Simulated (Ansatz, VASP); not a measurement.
## SiF: the functional in 2 programs

The cell as given:

Space group Pm-3m (No. 221). a = 3.029 Å, b = 3.029 Å, c = 3.029 Å, α = 90.00°, β = 90.00°, γ = 90.00°
```
atom  site  symmetry       x       y       z
  Si    1b      m-3m  0.5000  0.5000  0.5000
   F    1a      m-3m  0.0000  0.0000  0.0000
```

The cell comes from a database or a generator and needn't be the stable form of this composition.

Kept alike: task relaxation of cell and atoms; k mesh 9 × 9 × 9; occupations fermi-dirac, width 0.05 eV; no spin polarisation. The mesh is that of the run's cell of 2 atoms. No spin-orbit coupling.

- A: Ansatz, Ansatz PAW, made for PBE, cutoff 420 eV
- B: VASP; PBE PAW files F, Si, 600 eV (BLYP, PBE, PBEsol, RPBE, revPBE); LDA PAW files F, Si, 600 eV (LDA)

```csv
functional,A: volume (Å³/atom),B: volume (Å³/atom)
BLYP,15.109,15.083
LDA,12.908,12.872
PBE,13.925,13.890
PBEsol,13.258,13.236
RPBE,14.402,14.344
revPBE,14.269,14.210
```

Values on potentials made for another functional: A at BLYP, LDA, PBEsol, RPBE, revPBE; B at BLYP, PBEsol, RPBE, revPBE. Values hold for each row's relaxed cell, which stops near the pressure aimed at (zero). Ansatz's stress holds its Pulay term. For a metal such a mesh leaves the last digits unconverged.

**Question.** How large is the effect of the functional, and do the programs agree on it?

**Answer.** From LDA to BLYP the volume moves by +2.201 in A, +2.211 in B (Å³/atom). Row by row the programs differ by 0.022 to 0.059, and over this span the shifts, as printed, agree within 1 %. Shifts from LDA: BLYP +2.201, +2.211; PBE +1.017, +1.018; PBEsol +0.350, +0.364; RPBE +1.494, +1.472; revPBE +1.361, +1.338; the programs' shifts differ by up to 0.023.
